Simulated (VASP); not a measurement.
Crystal: Bi3SbO3.

```
Sb Bi O
1.0
     4.69119    0.00000    0.00000
     0.00000    4.69119    0.00000
     0.00000    0.00000    6.89995
Sb Bi O
1 3 3
Direct
  0.50000 0.50000 0.50000
  0.00000 0.50000 0.50000
  0.50000 0.00000 0.50000
  0.50000 0.50000 0.00000
  0.00000 0.00000 0.50000
  0.00000 0.50000 0.00000
  0.50000 0.00000 0.00000
```

The cell was built by a generator and needn't be a form met in nature.

```yaml
Program: VASP 6.6.1
Task: relaxation of cell and atoms
Functional: PBE
Potentials_or_basis: VASP PAW PBE potentials, release 64 (Sb, Bi_d, O)
Cutoff: 520 eV
k_mesh: 3 × 3 × 2
Occupations: gaussian, width 0.15 eV
Spin: no spin polarisation
```

At the start: pressure 32.2 GPa; volume 21.69 Å³/atom.

Problem. How do energy, volume and symmetry change on relaxing?

Solution. Over 12 steps the energy falls by 1077.7 meV/atom and the volume is 24.29 Å³/atom (+12.0 %); space group P4/mmm (No. 123, to 0.05 Å).

The path:
```
step  energy change (eV)  largest force (eV/Å)  pressure (GPa)  volume (Å³)
   1              0.0000                0.0000           32.20       151.85
   2             -2.2536                0.0000          -14.41       261.01
   3             -6.2699                0.0000           -3.77       203.21
   4             -6.2760                0.0000           -3.57       201.79
   5             -6.2748                0.0000           -3.03       200.05
   6             -7.0090                0.0000           -2.84       188.21
   7             -6.3948                0.0000           10.22       150.97
   8             -7.4858                0.0000           -1.62       176.78
   9             -7.5399                0.0000           -0.38       170.85
  10             -7.5418                0.0000           -0.42       171.67
  11             -7.5410                0.0000           -0.60       172.40
  12             -7.5436                0.0000            0.20       170.05
```

Final structure:
```yaml
crystal:
  lattice:
    - [5.44847, 0.00000, 0.00000]
    - [0.00000, 5.44847, 0.00000]
    - [0.00000, 0.00000, 5.72838]
  atoms:
    - { symbol: Sb, position: [0.50000, 0.50000, 0.50000] }
    - { symbol: Bi, position: [0.00000, 0.50000, 0.50000] }
    - { symbol: Bi, position: [0.50000, 0.00000, 0.50000] }
    - { symbol: Bi, position: [0.50000, 0.50000, 0.00000] }
    - { symbol: O, position: [0.00000, 0.00000, 0.50000] }
    - { symbol: O, position: [0.00000, 0.50000, 0.00000] }
    - { symbol: O, position: [0.50000, 0.00000, 0.00000] }
```

Caveat: the k mesh is coarse (spacing up to 0.46 Å⁻¹), so the values aren't converged; the relaxation stopped at a loose force limit of 0.08 eV/Å, so its end isn't a converged minimum.
